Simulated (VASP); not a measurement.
# Fermi-Dirac smearing in Rh

How do entropy and free energy of the electrons in Rh grow with the Fermi-Dirac width, and how far does the Sommerfeld expansion hold?

Main program and level: VASP 6.6.1; PBEsol; plane waves and PAW (Rh_pv), in the first sound run; inputs show where later runs differ.

Most raw output is cut from this account.

## Step 1: Starting point

Symmetry: Fm-3m, No. 225, cubic system. The conventional cell has a = 3.800 Å, b = 3.800 Å, c = 3.800 Å, α = 90.00°, β = 90.00°, γ = 90.00°. Rh has 12 Rh at 2.69 Å nearest.

## Step 2: Relax the crystal, PBEsol

The cell is relaxed and then held.

This step took 2 runs in a row; the last is shown.

Level: PBEsol; plane waves and PAW (Rh_pv).

File INCAR:

```
SYSTEM = Rh
PREC = Accurate
ENCUT = 450
EDIFF = 1E-07
NELM = 120
ISMEAR = 1
SIGMA = 0.15
LREAL = .FALSE.
ALGO = Normal
GGA = PS
NBANDS = 13
LASPH = .TRUE.
LORBIT = 11
LWAVE = .FALSE.
LCHARG = .FALSE.
KPAR = 8
IBRION = 2
NSW = 40
ISIF = 3
EDIFFG = -0.005
POTIM = 0.4
```

File POSCAR:

```
Rh
1.0
    0.0000000000      1.8895845181      1.8895845181
    1.8895845181      0.0000000000      1.8895845181
    1.8895845181      1.8895845181      0.0000000000
Rh
1
Direct
    0.0000000000      0.0000000000      0.0000000000
```

File KPOINTS:

```
Automatic mesh
0
Gamma
20 20 20
0 0 0
```

The projector-augmented-wave data sets are Rh_pv (PBE family, release 64).

Run with:

```console
mpirun -np 8 vasp_std
```

Run time: 5.8 s. Hardware: 8 MPI ranks of AMD EPYC 9R45, shared host; peak memory 0.97 GiB.

This run gave:

```
energy(sigma→0) of the program : -8.1387 eV
stress, compression positive   : xx, yy, zz 0.01, 0.01, 0.01 GPa
volume                         : 13.490 Å³
ionic steps                    : 3
```

## Step 3: Tetrahedra, PBEsol

Tetrahedra give the density of states at the Fermi level without smearing.

Level: PBEsol; plane waves and PAW (Rh_pv).

File INCAR:

```
SYSTEM = Rh
PREC = Accurate
ENCUT = 450
EDIFF = 1E-08
NELM = 100
ISMEAR = -5
SIGMA = 0.15
LREAL = .FALSE.
ALGO = Normal
GGA = PS
NBANDS = 15
LASPH = .TRUE.
LORBIT = 11
LWAVE = .FALSE.
LCHARG = .FALSE.
KPAR = 2
ISIF = 2
NEDOS = 3001
```

File POSCAR:

```
Rh
1.0
    0.0000000000      1.8894005860      1.8894005860
    1.8894005860      0.0000000000      1.8894005860
    1.8894005860      1.8894005860      0.0000000000
Rh
1
Direct
    0.0000000000      0.0000000000      0.0000000000
```

File KPOINTS:

```
Automatic mesh
0
Gamma
34 34 34
0 0 0
```

Run with:

```console
mpirun -np 2 vasp_std
```

Run time: 42 s. Hardware: 2 MPI ranks; peak memory 0.47 GiB.

Read from the output:

* energy(sigma→0) of the program: -8.1377 eV

The run ends at a pressure of 0.01 GPa.

## Step 4: Electron temperature, PBEsol

One member in full: SIGMA = 0.025 eV.

Level: PBEsol; plane waves and PAW (Rh_pv).

INCAR, as its differences from that of step 3:

```diff
@@ -5,4 +5,4 @@
 NELM = 100
-ISMEAR = -5
-SIGMA = 0.15
+ISMEAR = -1
+SIGMA = 0.025
 LREAL = .FALSE.
@@ -17,2 +17 @@
 ISIF = 2
-NEDOS = 3001
```

POSCAR is that of step 3.

KPOINTS is that of step 3.

Run with:

```console
mpirun -np 2 vasp_std
```

It took 39 s on 2 MPI ranks; peak memory 0.44 GiB.

This run gave:

| Property | Result |
| --- | --- |
| energy(sigma→0) of the program | -8.1379 eV |
| stress, compression positive | xx, yy, zz 0.04, 0.04, 0.04 GPa |

The run ends at a pressure of 0.04 GPa.

## Step 5: The whole series

The other members went through these steps as far as the tables show, on the same mesh; 7 runs are not shown. The session took 0.21 core hours (wall time by ranks) on a shared machine.

```tsv
width kT (eV)	temperature (K)	free energy less that of the narrowest width (meV/atom)	TS (meV/atom)	pressure (GPa)	shift of the Fermi level (eV)
0.025	290	0.000	2.537	0.043	0.000
0.050	580	-3.809	10.215	0.120	-0.006
0.075	870	?	?	0.259	-0.009
0.100	1160	-19.463	42.469	0.461	-0.013
0.150	1741	-46.417	97.994	1.047	-0.021
0.200	2321	-84.672	175.010	1.841	-0.027
0.300	3481	-192.893	384.182	3.870	-0.028
```

## Step 6: The Sommerfeld expansion

At low temperature TS = (π²/3) g (kT)², so TS, twice the difference of energy(sigma→0) and the free energy, over (π²/3)(kT)² is an effective density of states: 1.234, 1.242, 1.291, 1.324, 1.330, 1.298 states/eV/atom in the rows shown.

Fitting a parabola to the 6 known rows (σ: width in eV) gives g = − 3.230 σ² + 1.316 σ + 1.195 in states/eV/atom; the residuals are 0.0059 states/eV/atom r.m.s.

At σ = 0.075 this predicts 1.275 states/eV/atom.

## Step 7: Prediction against calculation

The calculation gives 1.266 states/eV/atom, so the prediction is 0.009 states/eV/atom too high, within twice the residual of the fit.

The parabola in σ is an empirical guide, not the expansion itself. Tetrahedra give g = 1.250 states/eV/atom at the Fermi level, the limit that the series should reach at zero width.

## Step 8: Results

- density of states at the Fermi level, tetrahedra: 1.25 states/eV/atom
- Sommerfeld coefficient from it: 2.95 mJ per mole of atoms and K²
- pressure at the widest setting: 3.87 GPa
- error of the predicted g: 0.009 states/eV/atom

In words: Against the tetrahedron value, the effective density of states stands at -1 % at 0.025 eV, -1 % at 0.05 eV, +3 % at 0.1 eV, +4 % at 0.3 eV. The leading term holds within a tenth at the widest setting. The bare coefficient lacks the electron-phonon enhancement of measured heat capacities.

[Lines on the potential files, build, host, timing and source positions are cut from VASP's logs without a mark.]

[Logs are printed without paths, hosts, clocks, repeated set-up lines and the standing remarks that a program may print on its own settings, such as how far it seeks lower states.]

[Hosts, paths, dates, database ids (printed as entryN), source tags and the programs' standing remarks are cut or masked in the printed files.]
